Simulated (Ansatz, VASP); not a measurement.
# AlCo: VASP beside Ansatz

Aim: how closely do two programs agree when they are given the same cell, functional and k mesh? The cell is taken from a series of runs on this material, whose earlier steps may have relaxed, scaled, displaced or heated it; both programs get it as it stands.

Method: plane waves, with VASP 6.6.1 beside it; PBEsol, in Ansatz 0.2.0.

### 1. The structure

Symmetry: Pm-3m, No. 221, cubic system. The conventional cell has a = 2.868 Å, b = 2.868 Å, c = 2.868 Å, α = 90.00°, β = 90.00°, γ = 90.00°. Nearest to Al lie 8 Co at 2.48 Å. Co has 8 Al at 2.48 Å nearest. Farther neighbours are not listed.

### 2. VASP: elastic constants, PBEsol

Elastic constants are differences of stresses under small strains, so they test the stress and the mesh.

Lines of VASP's logs that name or quote its potential files are left out, and so is its time.

Contents of INCAR:

```
SYSTEM = AlCo
PREC = Accurate
ENCUT = 600
EDIFF = 1E-08
NELM = 120
ISMEAR = 1
SIGMA = 0.25
LREAL = .FALSE.
ALGO = Normal
GGA = PS
NBANDS = 12
LASPH = .TRUE.
LORBIT = 11
LWAVE = .FALSE.
LCHARG = .FALSE.
ISIF = 3
IBRION = 6
NFREE = 2
POTIM = 0.015
NSW = 1
GGA_COMPAT = .FALSE.
KPAR = 2
```

Contents of POSCAR:

```
AlCo
1.0
    2.8680000000      0.0000000000      0.0000000000
    0.0000000000      2.8680000000      0.0000000000
    0.0000000000      0.0000000000      2.8680000000
Al Co
1 1
Direct
    0.0000000000      0.0000000000      0.0000000000
    0.5000000000      0.5000000000      0.5000000000
```

Contents of KPOINTS:

```
Automatic mesh
0
Gamma
26 26 26
0 0 0
```

The projector-augmented-wave data sets are Al and Co (PBE family, release 64).

Run with:

```console
$ mpirun -np 2 vasp_std
```

Numbers of over 12 decimals in the logs are rounded to 6 here.

The log of the run:

```text
[banner, memory and clock lines left out]
running    2 mpi-ranks, on    1 nodes
 distrk:  each k-point on    1 cores,    2 groups
 distr:  one band on    1 cores,    1 groups

 POSCAR found type information on POSCAR AlCo
 POSCAR found :  2 types and       2 ions
|                                                                             |
|               ----> ADVICE to this user running VASP <----                  |
|                                                                             |
|     You enforced a specific xc type in the INCAR file but a different       |
|     [... a line on the potential file left out ...]
|     I HOPE YOU KNOW WHAT YOU ARE DOING!                                     |
|                                                                             |

 LDA part: xc-table for (Slater+PW92), standard interpolation
 POSCAR, INCAR and KPOINTS ok, starting setup
 FFT: planning ... GRIDC
 FFT: planning ... GRID_SOFT
 FFT: planning ... GRID
 WAVECAR not read
 entering main loop
       N       E                     dE             d eps       ncg     rms          rms(c)
DAV:   1     0.388677673900E+02    0.38868E+02   -0.58287E+03 13544   0.118E+03
DAV:   2    -0.132068652980E+02   -0.52075E+02   -0.48034E+02 13784   0.189E+02
DAV:   3    -0.149154034051E+02   -0.17085E+01   -0.16899E+01 16220   0.405E+01
DAV:   4    -0.149423416715E+02   -0.26938E-01   -0.26929E-01 15052   0.456E+00
DAV:   5    -0.149432579106E+02   -0.91624E-03   -0.91622E-03 16440   0.937E-01    0.132E+01
DAV:   6    -0.182874093662E+02   -0.33442E+01   -0.72439E+01 14936   0.114E+02    0.192E+01
DAV:   7    -0.130921926680E+02    0.51952E+01   -0.33512E+01 15068   0.726E+01    0.189E+00
DAV:   8    -0.130649295519E+02    0.27263E-01   -0.22260E-01 14612   0.380E+00    0.120E+00
DAV:   9    -0.130508865514E+02    0.14043E-01   -0.22893E-02 17968   0.189E+00    0.338E-01
DAV:  10    -0.130503032765E+02    0.58327E-03   -0.53818E-04 15328   0.179E-01    0.135E-01
DAV:  11    -0.130502836322E+02    0.19644E-04   -0.22612E-05 17228   0.444E-02    0.139E-02
DAV:  12    -0.130502830835E+02    0.54868E-06   -0.10384E-06 18288   0.948E-03    0.472E-03
DAV:  13    -0.130502829829E+02    0.10062E-06   -0.21056E-07 15832   0.320E-03    0.562E-04
DAV:  14    -0.130502830031E+02   -0.20210E-07   -0.56774E-09 10032   0.699E-04    0.195E-04
DAV:  15    -0.130502830200E+02   -0.16956E-07   -0.10423E-09  7860   0.311E-04    0.552E-05
DAV:  16    -0.130502830187E+02    0.12982E-08   -0.14100E-10  7400   0.109E-04
   1 F= -.13050283E+02 E0= -.13050867E+02  d E =0.175085E-02
[... from here on, the cycles between the ionic steps are left out ...]
   2 F= -.13028058E+02 E0= -.13028538E+02  d E =0.144082E-02
   8 F= -.13048115E+02 E0= -.13048700E+02  d E =0.175544E-02
   9 F= -.13048115E+02 E0= -.13048700E+02  d E =0.175544E-02
  10 F= -.13048115E+02 E0= -.13048700E+02  d E =0.175543E-02
  11 F= -.13048115E+02 E0= -.13048700E+02  d E =0.175544E-02
  12 F= -.13048115E+02 E0= -.13048700E+02  d E =0.175543E-02
  13 F= -.13048115E+02 E0= -.13048700E+02  d E =0.175544E-02
  14 F= -.13049537E+02 E0= -.13050121E+02  d E =0.175061E-02
  15 F= -.13049537E+02 E0= -.13050121E+02  d E =0.175062E-02
  16 F= -.13049537E+02 E0= -.13050121E+02  d E =0.175060E-02
 Finite differences progress:
  Degree of freedom:   8/  8
  Displacement:        1/  2
  Total:              15/ 16
 bond charge predicted
       N       E                     dE             d eps       ncg     rms          rms(c)
DAV:   1    -0.130483658497E+02    0.11713E-02   -0.23088E+00 37140   0.105E+01    0.233E-01
DAV:   2    -0.130500628322E+02   -0.16970E-02   -0.22454E-02 42588   0.171E+00    0.183E-01
DAV:   3    -0.130498231362E+02    0.23970E-03   -0.27242E-03 43004   0.648E-01    0.136E-01
DAV:   4    -0.130495498050E+02    0.27333E-03   -0.54573E-04 45668   0.214E-01    0.326E-02
DAV:   5    -0.130495372024E+02    0.12603E-04   -0.76372E-05 44892   0.111E-01    0.635E-03
DAV:   6    -0.130495371552E+02    0.47207E-07   -0.20401E-06 41848   0.133E-02    0.163E-03
DAV:   7    -0.130495371694E+02   -0.14187E-07   -0.92454E-08 44432   0.377E-03    0.747E-04
DAV:   8    -0.130495371692E+02    0.18906E-09   -0.96863E-09 20464   0.118E-03
  17 F= -.13049537E+02 E0= -.13050121E+02  d E =0.175065E-02
 Finite differences progress:
  Degree of freedom:   8/  8
  Displacement:        2/  2
  Total:              16/ 16
```

From OUTCAR (step 2):

```text
ion  position               nearest neighbor table
   1  0.000  0.000  0.000-   2 2.48   2 2.48   2 2.48   2 2.48   2 2.48   2 2.48   2 2.48   2 2.48

  LATTYP: Found a simple cubic cell.
 ALAT       =     2.8680000000

 Subroutine GETGRP returns: Found 48 space group operations
 (whereof 48 operations were pure point group operations)

The static configuration has the point symmetry O_h .

 Found    560 irreducible k-points:

   k-points           NKPTS =    560   k-points in BZ     NKDIM =    560   number of bands    NBANDS=     12

   dimension x,y,z NGX =    24 NGY =   24 NGZ =   24
   dimension x,y,z NGXF=    48 NGYF=   48 NGZF=   48

   ENCUT  =  600.0 eV  44.10 Ry    6.64 a.u.   5.73  5.73  5.73*2*pi/ulx,y,z

   NELECT =      12.0000    total number of electrons

 k-points in reciprocal lattice and weights: Automatic mesh
   0.00000000  0.00000000  0.00000000       0.000
   0.03846154  0.00000000  0.00000000       0.000
   0.07692308  0.00000000  0.00000000       0.000
   0.11538462  0.00000000  0.00000000       0.000
   0.15384615  0.00000000  0.00000000       0.000
   0.19230769  0.00000000  0.00000000       0.000
   0.23076923  0.00000000  0.00000000       0.000
   0.26923077  0.00000000  0.00000000       0.000
   0.30769231  0.00000000  0.00000000       0.000
[...]
0.50000000  0.50000000  0.46153846       0.000
   0.50000000  0.50000000  0.50000000       0.000

 average (electrostatic) potential at core
       1 -69.2497       2 -77.8411

 E-fermi :  10.1835

 k-point     1 :       0.0000    0.0000    0.0000
  band No.  band energies     occupation
    ...
      2       7.2963      2.00000
      3       7.2966      2.00000
      4       9.3990      2.00008
      5       9.3993      2.00009
      6       9.3993      2.00009
      7      16.0631      0.00000
      8      16.0631      0.00000
      9      16.0632      0.00000
     10      18.8715      0.00000
     11      18.8717      0.00000
    ...

 k-point     2 :       0.0385    0.0000    0.0000
  band No.  band energies     occupation
    ...
      2       7.2943      2.00000
      3       7.3039      2.00000
      4       9.3841      2.00006
      5       9.3841      2.00006
      6       9.4006      2.00009
      7      15.7476      0.00000
      8      16.1021      0.00000
      9      16.1021      0.00000
     10      18.8685      0.00000
     11      19.1665      0.00000
    ...

 k-point     3 :       0.0769    0.0000    0.0000
  band No.  band energies     occupation
    ...
      2       7.2852      2.00000
      3       7.3265      2.00000
      4       9.3400      2.00002
      5       9.3400      2.00002
      6       9.4052      2.00010
      7      15.0460     -0.00000
      8      16.2178      0.00000
      9      16.2178      0.00000
     10      18.8593      0.00000
     11      19.8006      0.00000
    ...

  Total       -1.2291309     -1.2274536     -1.2274536      0.0000000     -0.0000000     -0.0000000
  in kB      -83.4778547    -83.3639370    -83.3639370      0.0000000     -0.0000000     -0.0000000
  external PRESSURE =     -83.4019095 kB  Pullay stress =       0.0000000 kB

  energy-cutoff  :      600.00
  volume of cell :       23.59
      direct lattice vectors                 reciprocal lattice vectors
     2.868000000  0.000000000  0.000000000     0.348675035  0.000000000  0.000000000
     0.000000000  2.868000000  0.000000000     0.000000000  0.348675035  0.000000000
     0.000000000  0.000000000  2.868000000     0.000000000  0.000000000  0.348675035

 POSITION                                       TOTAL-FORCE (eV/Angst)
 -----------------------------------------------------------------------------------
      0.00000      0.00000      0.00000        -0.099410     -0.000000      0.000000
      1.41900      1.43400      1.43400         0.099410      0.000000     -0.000000
 -----------------------------------------------------------------------------------
    total drift:                                0.000017      0.000000     -0.000003

  FREE ENERGIE OF THE ION-ELECTRON SYSTEM (eV)
  ---------------------------------------------------
  free  energy   TOTEN  =       -13.0495371692 eV

  energy  without entropy=      -13.0512878169  energy(sigma->0) =      -13.05012072

  SYMMETRIZED ELASTIC MODULI (kBar)
 Direction    XX          YY          ZZ          XY          YZ          ZX
 --------------------------------------------------------------------------------
 XX        2539.3308   1209.5256   1209.5256     -0.0000      0.0000      0.0000
 YY        1209.5256   2539.3308   1209.5256     -0.0000     -0.0000     -0.0000
 ZZ        1209.5256   1209.5256   2539.3308      0.0000     -0.0000      0.0000
 XY          -0.0000     -0.0000      0.0000   1308.7921      0.0000      0.0000
 YZ           0.0000     -0.0000     -0.0000      0.0000   1308.7921      0.0000
 ZX           0.0000     -0.0000      0.0000      0.0000      0.0000   1308.7921
 --------------------------------------------------------------------------------

 Eigenvectors and eigenvalues of the dynamical matrix
 ----------------------------------------------------

   1 f  =    9.355160 THz    58.780204 2PiTHz  312.054548 cm-1    38.689816 meV
             X         Y         Z           dx          dy          dz
      0.000000  0.000000  0.000000    -0.000000   -0.828203    0.000000
      1.434000  1.434000  1.434000     0.000000    0.560428    0.000000

   2 f  =    9.355160 THz    58.780204 2PiTHz  312.054548 cm-1    38.689816 meV
             X         Y         Z           dx          dy          dz
      0.000000  0.000000  0.000000    -0.000000   -0.000000   -0.828203
      1.434000  1.434000  1.434000     0.000000    0.000000    0.560428

   3 f  =    9.355160 THz    58.780204 2PiTHz  312.054548 cm-1    38.689816 meV
             X         Y         Z           dx          dy          dz
      0.000000  0.000000  0.000000     0.828203    0.000000   -0.000000
      1.434000  1.434000  1.434000    -0.560428    0.000000    0.000000

   4 f/i=    0.000337 THz     0.002118 2PiTHz    0.011244 cm-1     0.001394 meV
             X         Y         Z           dx          dy          dz
      0.000000  0.000000  0.000000     0.265105    0.493760   -0.000000
      1.434000  1.434000  1.434000     0.391773    0.729681    0.000000

   5 f/i=    0.000337 THz     0.002118 2PiTHz    0.011244 cm-1     0.001394 meV
             X         Y         Z           dx          dy          dz
      0.000000  0.000000  0.000000    -0.000000   -0.000000   -0.560428
      1.434000  1.434000  1.434000     0.000000    0.000000   -0.828203

   6 f/i=    0.000337 THz     0.002118 2PiTHz    0.011244 cm-1     0.001394 meV
             X         Y         Z           dx          dy          dz
      0.000000  0.000000  0.000000    -0.493760    0.265105   -0.000000
      1.434000  1.434000  1.434000    -0.729681    0.391773    0.000000

 ELASTIC MODULI CONTR FROM IONIC RELAXATION (kBar)
 Direction    XX          YY          ZZ          XY          YZ          ZX
 --------------------------------------------------------------------------------
 XX           0.0000      0.0000      0.0000      0.0000      0.0000      0.0000
 YY           0.0000      0.0000      0.0000      0.0000      0.0000      0.0000
 ZZ           0.0000      0.0000      0.0000      0.0000      0.0000      0.0000
 XY           0.0000      0.0000      0.0000      0.0000      0.0000      0.0000
 YZ           0.0000      0.0000      0.0000      0.0000      0.0000      0.0000
 ZX           0.0000      0.0000      0.0000      0.0000      0.0000      0.0000
 --------------------------------------------------------------------------------

 TOTAL ELASTIC MODULI (kBar)
 Direction    XX          YY          ZZ          XY          YZ          ZX
 --------------------------------------------------------------------------------
 XX        2539.3308   1209.5256   1209.5256     -0.0000      0.0000      0.0000
 YY        1209.5256   2539.3308   1209.5256     -0.0000     -0.0000     -0.0000
 ZZ        1209.5256   1209.5256   2539.3308      0.0000     -0.0000      0.0000
 XY          -0.0000     -0.0000      0.0000   1308.7921      0.0000      0.0000
 YZ           0.0000     -0.0000     -0.0000      0.0000   1308.7921      0.0000
 ZX           0.0000     -0.0000      0.0000      0.0000      0.0000   1308.7921
 --------------------------------------------------------------------------------

 total charge
# of ion       s       p       d       tot
------------------------------------------
    1        0.391   0.419   0.000   0.810
    2        0.429   0.493   7.499   8.420
--------------------------------------------------
tot          0.819   0.912   7.499   9.230

[... 3 further parts left out ...]
```

This run has no spin polarisation, so a moment on Co, if there is one, isn't seen.

Levels, forces or a CONTCAR printed for this step are those of its last displaced cell, not of the structure at rest.

(Part 1 of 2 ends here.)

[Lines on the potential files, build, host, timing and source positions are cut from VASP's logs without a mark.]

[Logs are printed without paths, hosts, clocks, repeated set-up lines and the standing remarks that a program may print on its own settings, such as how far it seeks lower states.]

[Hosts, paths, dates, database ids (printed as entryN), source tags and the programs' standing remarks are cut or masked in the printed files.]
